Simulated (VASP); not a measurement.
Given:

```xyz
8
Lattice="0.0000 2.2775 2.2775 2.2775 0.0000 2.2775 9.1103 9.1103 -0.0002" Properties=species:S:1:pos:R:3 pbc="T T T"
Zr     9.0821     9.0821     0.0279
Zr     4.5832     4.5832     4.5268
C      2.2775     2.2775     2.2775
C      4.6209     4.6209     2.2117
C      6.8327     6.8327     2.2774
C      9.0445     9.0445     2.3431
Nb     6.8706     6.8706     4.5170
Nb     6.7948     6.7948     0.0378
```

The numbers are results of PBEsol GGA, VASP's PBE PAW potentials (set 64) (plane waves; VASP 6.6.1), not measurements. Numerical set-up: 520 eV cut-off, Gaussian smearing of 0.050 eV, potentials Zr_sv C Nb_sv.

**Question.** What does the run give for the band gap (along the path) with the smallest direct gap where there is one?

**Answer.** 
| Quantity | Value |
|---|---|
| band gap (along the path) | none (metal, semimetal or under 0.01 eV) |

The absolute energy has meaning only against runs of the same code, potentials and settings.

The structure was generated: Nb2Zr2C4 was put into an ordered model structure (R-3m), which need not be its known phase. It was relaxed first.
